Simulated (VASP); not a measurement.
# Sb2Te3O2 (P-4m2) in VASP: band structure with PBE

Aim: the band structure of Sb2Te3O2 with PBE.

All numbers are computed with VASP 6.6.1; they aren't measurements. Logs are shortened: lines on timing, memory, paths and dates and some standing lists are left out, and cuts for length are marked.

## 1. The crystal as given

It takes space group P-4m2 (No. 115, tetragonal). Conventional cell: a = 3.811 Å, b = 3.811 Å, c = 11.390 Å, α = 90.00°, β = 90.00°, γ = 90.00°. Sb (site symmetry 2mm) is surrounded by 4 O at 2.28 Å. Around Te (site symmetry 2mm) lie 2 Te at 3.13 Å and 4 Sb at 3.33 Å. Te (site symmetry -4m2) has 4 Te at 3.13 Å as nearest neighbours. O (site symmetry -4m2) is surrounded by 4 Sb at 2.28 Å. Around O (site symmetry -4m2) lie 4 Sb at 2.28 Å.

The cell was built by a generator and needn't be a form met in nature.

## 2. Band structure, PBE

POSCAR reads:

```
Sb2Te3O2
1.0
    3.8114500000      0.0000000000      0.0000000000
    0.0000000000      3.8114500000      0.0000000000
    0.0000000000      0.0000000000     11.3900400000
Sb Te O
2 3 2
Direct
    0.0000000000      0.5000000000      0.8897280000
    0.5000000000      0.0000000000      0.1102720000
    0.0000000000      0.5000000000      0.2825120000
    0.5000000000      0.5000000000      0.5000000000
    0.5000000000      0.0000000000      0.7174880000
    0.5000000000      0.5000000000      0.0000000000
    0.0000000000      0.0000000000      0.0000000000
```

INCAR.step1 reads:

```
PREC = Accurate
ENCUT = 520
EDIFF = 1E-7
ISMEAR = 0
SIGMA = 0.1
LREAL = F
LASPH = T
NELM = 80
ALGO = Fast
ISIF = 2
LWAVE = F
LCHARG = T
GGA = PE
NBANDS = 29
```

KPOINTS.step1 reads:

```
Automatic mesh
0
Gamma
  8 8 4
```

INCAR.step2 reads:

```
PREC = Accurate
ENCUT = 520
EDIFF = 1E-7
ISMEAR = 0
SIGMA = 0.05
LREAL = F
LASPH = T
NELM = 80
ALGO = Fast
ISIF = 2
LWAVE = F
LCHARG = F
GGA = PE
NBANDS = 29
ICHARG = 11
```

KPOINTS.step2 reads:

```
path GXMGZRAZ,XR,MA
10
line-mode
reciprocal
 0.0000000000  0.0000000000  0.0000000000  G
 0.0000000000  0.5000000000  0.0000000000  X

 0.0000000000  0.5000000000  0.0000000000  X
 0.5000000000  0.5000000000  0.0000000000  M

 0.5000000000  0.5000000000  0.0000000000  M
 0.0000000000  0.0000000000  0.0000000000  G

 0.0000000000  0.0000000000  0.0000000000  G
 0.0000000000  0.0000000000  0.5000000000  Z

 0.0000000000  0.0000000000  0.5000000000  Z
 0.0000000000  0.5000000000  0.5000000000  R

 0.0000000000  0.5000000000  0.5000000000  R
 0.5000000000  0.5000000000  0.5000000000  A

 0.5000000000  0.5000000000  0.5000000000  A
 0.0000000000  0.0000000000  0.5000000000  Z

 0.0000000000  0.5000000000  0.0000000000  X
 0.0000000000  0.5000000000  0.5000000000  R

 0.5000000000  0.5000000000  0.0000000000  M
 0.5000000000  0.5000000000  0.5000000000  A
```

Potentials or basis: VASP PAW PBE potentials, release 64 (Sb, Te, O).

Launch:

```console
$ cat potpaw_PBE.64/Sb/POTCAR potpaw_PBE.64/Te/POTCAR potpaw_PBE.64/O/POTCAR > POTCAR
$ cp INCAR.step1 INCAR
$ cp KPOINTS.step1 KPOINTS
$ mpirun -np 1 vasp_std > vasp.out
$ cp INCAR.step2 INCAR
$ cp KPOINTS.step2 KPOINTS
$ mpirun -np 1 vasp_std > vasp.out
```

OUTCAR:

```text
PREC = Accurate
   ENCUT = 520
   EDIFF = 1E-7
   ISMEAR = 0
   LREAL = F
   LASPH = T
   NELM = 80
   ISIF = 2
   GGA = PE
   ICHARG = 11

 ion  position               nearest neighbor table
   1  0.000  0.500  0.890-   6 2.28   7 2.28   7 2.28   6 2.28   5 3.33   5 3.33   5 3.33   5 3.33
                             2 3.68   2 3.68   2 3.68   2 3.68
   2  0.500  0.000  0.110-   6 2.28   7 2.28   6 2.28   7 2.28   3 3.33   3 3.33   3 3.33   3 3.33
                             1 3.68   1 3.68   1 3.68   1 3.68
   3  0.000  0.500  0.283-   4 3.13   4 3.13   2 3.33   2 3.33   2 3.33   2 3.33
   4  0.500  0.500  0.500-   3 3.13   5 3.13   5 3.13   3 3.13
   5  0.500  0.000  0.717-   4 3.13   4 3.13   1 3.33   1 3.33   1 3.33   1 3.33
   6  0.500  0.500  0.000-   1 2.28   2 2.28   2 2.28   1 2.28
   7  0.000  0.000  0.000-   1 2.28   2 2.28   1 2.28   2 2.28

  LATTYP: Found a simple tetragonal cell.
 ALAT       =     3.8114500000
 C/A-ratio  =     2.9883745031

  Lattice vectors:

 A1 = (   3.8114500000,   0.0000000000,   0.0000000000)
 A2 = (   0.0000000000,   3.8114500000,   0.0000000000)
 A3 = (   0.0000000000,   0.0000000000,  11.3900400000)

Analysis of symmetry for initial positions (statically):
=====================================================================
 Subroutine PRICEL returns:
 Original cell was already a primitive cell.

 Routine SETGRP: Setting up the symmetry group for a
 simple tetragonal supercell.

 Subroutine GETGRP returns: Found  8 space group operations
 (whereof  8 operations were pure point group operations)
 out of a pool of 16 trial point group operations.

The static configuration has the point symmetry D_2d.

Analysis of symmetry for dynamics (positions and initial velocities):
=====================================================================
 Subroutine PRICEL returns:
 Original cell was already a primitive cell.

 Routine SETGRP: Setting up the symmetry group for a
 simple tetragonal supercell.

 Subroutine GETGRP returns: Found  8 space group operations
 (whereof  8 operations were pure point group operations)
 out of a pool of 16 trial point group operations.

The dynamic configuration has the point symmetry D_2d.

 Subroutine INISYM returns: Found  8 space group operations
 (whereof  8 operations are pure point group operations),
 and found     1 'primitive' translations

----------------------------------------------------------------------------------------

                                     Primitive cell

  volume of cell :     165.4648

  direct lattice vectors                    reciprocal lattice vectors
     3.811450000  0.000000000  0.000000000     0.262367341  0.000000000  0.000000000
     0.000000000  3.811450000  0.000000000     0.000000000  0.262367341  0.000000000
     0.000000000  0.000000000 11.390040000     0.000000000  0.000000000  0.087796004

  length of vectors
     3.811450000  3.811450000 11.390040000     0.262367341  0.262367341  0.087796004

  position of ions in fractional coordinates (direct lattice)
     0.000000000  0.500000000  0.889728000
     0.500000000  0.000000000  0.110272000
     0.000000000  0.500000000  0.282512000
     0.500000000  0.500000000  0.500000000
     0.500000000  0.000000000  0.717488000
     0.500000000  0.500000000  0.000000000
     0.000000000  0.000000000  0.000000000

  ion indices of the primitive-cell ions
   primitive index   ion index
                 1           1
                 2           2
                 3           3
                 4           4
                 5           5
                 6           6
                 7           7

----------------------------------------------------------------------------------------

 KPOINTS: path GXMGZRAZ,XR,MA

Interpolating k-points between supplied coordinates.

 Line segments in fractional coordinates (reciprocal lattice):
    0.000000  0.000000  0.000000  ...  0.000000  0.500000  0.000000
    0.000000  0.500000  0.000000  ...  0.500000  0.500000  0.000000
    0.500000  0.500000  0.000000  ...  0.000000  0.000000  0.000000
    0.000000  0.000000  0.000000  ...  0.000000  0.000000  0.500000
    0.000000  0.000000  0.500000  ...  0.000000  0.500000  0.500000
    0.000000  0.500000  0.500000  ...  0.500000  0.500000  0.500000
    0.500000  0.500000  0.500000  ...  0.000000  0.000000  0.500000
    0.000000  0.500000  0.000000  ...  0.000000  0.500000  0.500000
    0.500000  0.500000  0.000000  ...  0.500000  0.500000  0.500000

 Generated    10 points on each line segment, for a total of     90 k-points:

 Following reciprocal coordinates:
            Coordinates               Weight
  0.000000  0.000000  0.000000      0.011111
  0.000000  0.055556  0.000000      0.011111
  0.000000  0.111111  0.000000      0.011111
  0.000000  0.166667  0.000000      0.011111
  0.000000  0.222222  0.000000      0.011111
  0.000000  0.277778  0.000000      0.011111
[... 16 lines left out ...]
  0.388889  0.388889  0.000000      0.011111
  0.333333  0.333333  0.000000      0.011111
 [... further k-points ...]
   k-points           NKPTS =     90   k-points in BZ     NKDIM =     90   number of bands    NBANDS=     29
   number of dos      NEDOS =    301   number of ions     NIONS =      7
   total plane-waves  NPLWV =  70560
   dimension x,y,z NGX =    28 NGY =   28 NGZ =   90
   dimension x,y,z NGXF=    56 NGYF=   56 NGZF=  180
   ions per type =               2   3   2
   NGX,Y,Z   is equivalent  to a cutoff of  12.21, 12.21, 13.14 a.u.
   NGXF,Y,Z  is equivalent  to a cutoff of  24.43, 24.43, 26.27 a.u.
 SYSTEM =  unknown system
   PREC   = accura    normal or accurate (medium, high low for compatibility)
   ISTART =      0    job   : 0-new  1-cont  2-samecut
   ICHARG =     11    charge: 1-file 2-atom 10-const
   ISPIN  =      1    spin polarized calculation?
   LNONCOLLINEAR =      F non collinear calculations
   LSORBIT =      F    spin-orbit coupling
   LASPH  =      T    aspherical Exc in radial PAW
   ENCUT  =  520.0 eV  38.22 Ry    6.18 a.u.   7.09  7.09 21.18*2*pi/ulx,y,z
   NELM   =     80;   NELMIN=  2; NELMDL=  0     # of ELM steps
   EDIFF  = 0.1E-06   stopping-criterion for ELM
   LREAL  =      F    real-space projection
   EDIFFG = 0.1E-05   stopping-criterion for IOM
   NSW    =      0    number of steps for IOM
   IBRION =     -1    ionic relax: 0-MD 1-quasi-New 2-CG
   NFREE  =      0    steps in history (QN), initial steepest desc. (CG)
   ISIF   =      2    stress and relaxation
   ISYM   =      2    0-nonsym 1-usesym 2-fastsym
   POTIM  = 0.5000    time-step for ionic-motion
   TEBEG  =    0.0;   TEEND  =   0.0 temperature during run
   PSTRESS=    0.0 pullay stress
   NELECT =      40.0000    total number of electrons
   NUPDOWN=      -1.0000    fix difference up-down
   EMIN   =  10.00;   EMAX   =-10.00  energy-range for DOS
   EFERMI =   0.00;   METHOD = LEGACY
   ISMEAR =     0;   SIGMA  =   0.05  broadening in eV -4-tet -1-fermi 0-gaus
   EFERMI_NEDOS =   21; number of points for ismear=-14 and -15
   IALGO  =     68    algorithm
   IMIX   =      4    mixing-type and parameters
     AMIX     =   0.40;   BMIX     =  1.00
     AMIX_MAG =   1.60;   BMIX_MAG =  1.00
  volume/ion in A,a.u.               =      23.64       159.52
  Fermi-wavevector in a.u.,A,eV,Ry     =   1.019826  1.927192 14.150684  1.040046
  Thomas-Fermi vector in A             =   2.153362
   LORBIT       =      0    0 simple, 1 ext, 2 COOP (PROOUT), +10 PAW based schemes
   GGA     = PE    functional components
   LHFCALC =     F    Hartree Fock is set to
   AEXX    =    0.0000 exact exchange contribution
   IVDW    =     0    specifies the selected vdW correction
   LEPSILON=     F    determine dielectric tensor
   LRPA    =     F    only Hartree local field effects (RPA)
 non-spin polarized calculation
 RMM-DIIS sequential band-by-band and
 Gauss-broadening in eV      SIGMA  =   0.05
  energy-cutoff  :      520.00
  volume of cell :      165.46
 maximum number of plane-waves:      4478

 number of electron      39.9999991 magnetization

 Free energy of the ion-electron system (eV)
  ---------------------------------------------------
  ext. energy  EPLUGINS =         0.00000000
  ---------------------------------------------------
  free energy    TOTEN  =       -29.72641229 eV

  energy without entropy =      -29.72255492  energy(sigma->0) =      -29.72448361

 E-fermi :   6.8668     XC(G=0):  -9.7629

 val. band max:        6.8440336992   @ k =   0.2778   0.2778   0.5000
 cond. band min:       6.8759196605   @ k =   0.0000   0.2778   0.0000
 fundamental gap:      0.0318859613
 Fermi energy:         6.8668192836

 k-point     1 :       0.0000    0.0000    0.0000
  band No.  band energies     occupation
      1     -13.7038      2.00000
      2     -11.5089      2.00000
      3      -5.8830      2.00000
      4      -5.4380      2.00000
      5      -3.6826      2.00000
      6      -2.8816      2.00000
[... 21 lines left out ...]
     28      11.2798      0.00000
     29      11.5198      0.00000

 k-point     2 :       0.0000    0.0556    0.0000
  band No.  band energies     occupation
      1     -13.6872      2.00000
      2     -11.5236      2.00000
      3      -5.8618      2.00000
      4      -5.4136      2.00000
      5      -3.6677      2.00000
      6      -2.8875      2.00000
[... 21 lines left out ...]
     28      11.3468      0.00000
     29      11.4595      0.00000

 k-point     3 :       0.0000    0.1111    0.0000
  band No.  band energies     occupation
      1     -13.6381      2.00000
      2     -11.5679      2.00000
      3      -5.7992      2.00000
      4      -5.3408      2.00000
      5      -3.6248      2.00000
      6      -2.9042      2.00000
[... 638 lines left out ...]
      5      -3.5401      2.00000
      6      -3.4392      2.00000
[... 21 lines left out ...]
     28      11.2974      0.00000
     29      11.9748      0.00000

 k-point    24 :       0.3333    0.3333    0.0000
  band No.  band energies     occupation
      1     -12.7551      2.00000
      2     -12.1603      2.00000
      3      -4.5584      2.00000
      4      -3.9927      2.00000
      5      -3.4954      2.00000
      6      -3.2247      2.00000
[... 21 lines left out ...]
     28      11.2700      0.00000
     29      12.4974      0.00000

 [... further k-points ...]

------------------------ aborting loop because EDIFF is reached ----------------------------------------

  FORCE on cell =-STRESS in cart. coord.  units (eV):
  Direction    XX          YY          ZZ          XY          YZ          ZX
  --------------------------------------------------------------------------------------
  -------------------------------------------------------------------------------------
  Total        4.6336020      4.6336020      1.4481846      0.0000000      0.0000000      0.0000000
  in kB       44.8666463     44.8666463     14.0226086      0.0000000      0.0000000      0.0000000
  external PRESSURE =      34.5853004 kB  Pullay stress =       0.0000000 kB

 VOLUME and BASIS-vectors are now :
 -----------------------------------------------------------------------------
  energy-cutoff  :      520.00
  volume of cell :      165.46
      direct lattice vectors                 reciprocal lattice vectors
     3.811450000  0.000000000  0.000000000     0.262367341  0.000000000  0.000000000
     0.000000000  3.811450000  0.000000000     0.000000000  0.262367341  0.000000000
     0.000000000  0.000000000 11.390040000     0.000000000  0.000000000  0.087796004

 POSITION                                       TOTAL-FORCE (eV/Angst)
 -----------------------------------------------------------------------------------
      0.00000      1.90572     10.13404         0.000000     -0.000000      0.189131
      1.90572      0.00000      1.25600         0.000000     -0.000000     -0.189131
      0.00000      1.90572      3.21782         0.000000     -0.000000     -0.390725
      1.90572      1.90572      5.69502         0.000000     -0.000000      0.000000
      1.90572      0.00000      8.17222         0.000000     -0.000000      0.390725
      1.90572      1.90572      0.00000         0.000000      0.000000      0.000000
      0.00000      0.00000      0.00000        -0.000000     -0.000000      0.000000
 -----------------------------------------------------------------------------------
    total drift:                               -0.000000      0.000000     -0.000000

  FREE ENERGIE OF THE ION-ELECTRON SYSTEM (eV)
  ---------------------------------------------------
  free  energy   TOTEN  =       -29.7264122940 eV

  energy  without entropy=      -29.7225549239  energy(sigma->0) =      -29.72448361
```

It took 5.8 min on 1 thread of Intel Xeon Platinum 8559C (Emerald Rapids), shared host; peak memory 0.5 GiB.

What came out:

| Property | Result |
| --- | --- |
| Band gap along the path | none (metal or under the smearing width) |

Levels at the corners of the path, in eV from the Fermi level:
```
point  band 16  band 17  band 18  band 19  band 20  band 21  band 22  band 23
    Γ    -1.41    -0.81    -0.81    -0.74     0.44     0.83     0.83     0.99
    X    -1.55    -1.41    -0.70    -0.45     0.43     0.92     1.29     2.87
    X    -1.55    -1.41    -0.70    -0.45     0.43     0.92     1.29     2.87
    M    -3.46    -2.78    -2.78    -2.73    -0.25    -0.25    -0.01     0.86
    M    -3.46    -2.78    -2.78    -2.73    -0.25    -0.25    -0.01     0.86
    Γ    -1.41    -0.81    -0.81    -0.74     0.44     0.83     0.83     0.99
    Γ    -1.41    -0.81    -0.81    -0.74     0.44     0.83     0.83     0.99
    Z    -1.51    -1.15    -0.51    -0.51     0.44     0.44     0.59     1.82
    Z    -1.51    -1.15    -0.51    -0.51     0.44     0.44     0.59     1.82
    R    -1.83    -1.13    -0.71    -0.33     0.43     0.85     1.32     2.86
    R    -1.83    -1.13    -0.71    -0.33     0.43     0.85     1.32     2.86
    A    -2.81    -2.78    -2.78    -2.60    -1.16    -0.08    -0.08     1.14
    A    -2.81    -2.78    -2.78    -2.60    -1.16    -0.08    -0.08     1.14
    Z    -1.51    -1.15    -0.51    -0.51     0.44     0.44     0.59     1.82
    X    -1.55    -1.41    -0.70    -0.45     0.43     0.92     1.29     2.87
    R    -1.83    -1.13    -0.71    -0.33     0.43     0.85     1.32     2.86
    M    -3.46    -2.78    -2.78    -2.73    -0.25    -0.25    -0.01     0.86
    A    -2.81    -2.78    -2.78    -2.60    -1.16    -0.08    -0.08     1.14
```

Caveat: the log is that of the step along the path at fixed density, whose energy, stress, charges and moments have no meaning; spin-orbit coupling is left out, which moves the levels of the heavy elements.
